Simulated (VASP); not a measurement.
Given:

```
CELL_PARAMETERS angstrom
      5.54613     0.00000     0.00000
      0.00000     5.54613     0.00000
      0.00000     0.00000     5.54369
ATOMIC_POSITIONS crystal
  Ga 0.00000 0.00000 0.00889
  Ga 0.50000 0.50000 0.00889
  Ga 0.50000 0.00000 0.49111
  Ga 0.00000 0.50000 0.49111
  P  0.25000 0.25000 0.25000
  P  0.75000 0.75000 0.25000
  As 0.75000 0.25000 0.75000
  As 0.25000 0.75000 0.75000
```

Level of theory: PBEsol GGA, VASP's PBE PAW potentials (set 64) (plane waves; VASP 6.6.1). Run with 400 eV cut-off, 5×5×5 Γ-centred mesh, tetrahedra with Blöchl corrections, potentials Ga_d P As.

The cores are frozen, which limits the accuracy of field gradients.

Q: Give the principal components of the electric field gradient (V/Å²) and the asymmetry η at each nucleus.

A: 
```csv
atom,Vxx,Vyy,Vzz,η
Ga1,2.1,0.4,-2.5,0.64
Ga2,2.1,0.4,-2.5,0.64
Ga3,2.1,0.4,-2.5,0.64
Ga4,2.1,0.4,-2.5,0.64
P5,2.7,2.7,-5.4,0.00
P6,2.7,2.7,-5.4,0.00
As7,-5.9,-5.9,11.8,0.00
As8,-5.9,-5.9,11.8,0.00
```

The structure was generated: Ga4As2P2 was put into an ordered model structure (P-4m2), which need not be its known phase. It was relaxed first.
